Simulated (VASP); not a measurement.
Calculation: PW91 GGA, VASP's PBE PAW potentials (set 64) (plane waves; VASP).

Input for VASP

**INCAR**
```
! general
SYSTEM  = WC
PREC    = Accurate
ENCUT   = 520
LREAL   = F
LASPH   = T

! electronic loop
EDIFF   = 1E-7
NELM    = 100
ALGO    = Normal
LMAXMIX = 6

! smearing
ISMEAR  = -5

! functional
GGA     = 91

! ions
ISIF    = 2

! output
LWAVE   = F
LCHARG  = T
LORBIT  = 11
NEDOS   = 601
```

**POSCAR**
```
WC
1
    1.4653422228    -2.5380472569    -0.0000000000
    1.4653422228     2.5380472569     0.0000000000
    0.0000000000    -0.0000000000     2.8519455111
W C
1 1
Direct
  0.0000000000   0.0000000000   0.0000000000
  0.3333330000   0.6666670000   0.5000000000
```

**KPOINTS**
```
Regular mesh
0
G
 16 16 14
```

POTCAR, in this order: W_sv C (PBE.64 set). Program: vasp_std.

Output

OSZICAR:
```
       N       E                     dE             d eps       ncg     rms          rms(c)
DAV:   1     0.111334404206E+03    0.11133E+03   -0.97700E+03  6240   0.153E+03
DAV:   2    -0.215090563582E+02   -0.13284E+03   -0.12995E+03  7120   0.381E+02
DAV:   3    -0.255657591033E+02   -0.40567E+01   -0.40196E+01  7631   0.617E+01
DAV:   4    -0.256063501967E+02   -0.40591E-01   -0.40559E-01  6845   0.651E+00
DAV:   5    -0.256066834172E+02   -0.33322E-03   -0.33318E-03  7398   0.613E-01    0.315E+01
DAV:   6    -0.224605421030E+02    0.31461E+01   -0.10371E+01  7065   0.330E+01    0.791E+00
DAV:   7    -0.223822609756E+02    0.78281E-01   -0.48417E-01  6590   0.617E+00    0.588E+00
DAV:   8    -0.223560821619E+02    0.26179E-01   -0.83726E-02  6890   0.281E+00    0.901E-01
DAV:   9    -0.223549495151E+02    0.11326E-02   -0.41804E-03  6768   0.548E-01    0.153E-01
DAV:  10    -0.223548858982E+02    0.63617E-04   -0.30145E-04  7270   0.230E-01    0.754E-02
DAV:  11    -0.223548861644E+02   -0.26613E-06   -0.19165E-05  6775   0.425E-02    0.110E-02
DAV:  12    -0.223548853431E+02    0.82126E-06   -0.51340E-06  6805   0.234E-02    0.282E-03
DAV:  13    -0.223548852266E+02    0.11649E-06   -0.97652E-08  4295   0.338E-03    0.496E-04
DAV:  14    -0.223548852830E+02   -0.56387E-07   -0.11372E-08  3205   0.143E-03
   1 F= -.22354885E+02 E0= -.22354885E+02  d E =0.000000E+00
```

**OUTCAR**
```
------------------------ aborting loop because EDIFF is reached ----------------------------------------
  FORCE on cell =-STRESS in cart. coord.  units (eV):
  Direction    XX          YY          ZZ          XY          YZ          ZX
  --------------------------------------------------------------------------------------
  Total       -0.0089762     -0.0089762      0.0804384      0.0000000      0.0000000      0.0000000
  in kB       -0.6779427     -0.6779427      6.0752512      0.0000000      0.0000000      0.0000000
  external PRESSURE =       1.5731219 kB  Pullay stress =       0.0000000 kB
  volume of cell :       21.21
      direct lattice vectors                 reciprocal lattice vectors
     1.465342223 -2.538047257  0.000000000     0.341217220 -0.197001848  0.000000000
     1.465342223  2.538047257  0.000000000     0.341217220  0.197001848  0.000000000
     0.000000000  0.000000000  2.851945511     0.000000000  0.000000000  0.350637835
 POSITION                                       TOTAL-FORCE (eV/Angst)
 -----------------------------------------------------------------------------------
      0.00000      0.00000      0.00000         0.000000     -0.000000      0.000000
      1.46534      0.84602      1.42597         0.000000      0.000000      0.000000
 -----------------------------------------------------------------------------------
    total drift:                                0.000000     -0.000392      0.000000
  FREE ENERGIE OF THE ION-ELECTRON SYSTEM (eV)
  ---------------------------------------------------
  free  energy   TOTEN  =       -22.3548852830 eV

  energy  without entropy=      -22.3548852830  energy(sigma->0) =      -22.35488528

 total charge

# of ion       s       p       d       tot
------------------------------------------
    1        2.340   6.405   3.379  12.125
    2        0.853   1.564   0.000   2.417
--------------------------------------------------
tot          3.193   7.969   3.379  14.541
```
(Selected blocks of OUTCAR.)

For a metal the tetrahedron method with Blöchl corrections gives inexact stress and forces.

The compound is WC in the wc structure. It was relaxed first.
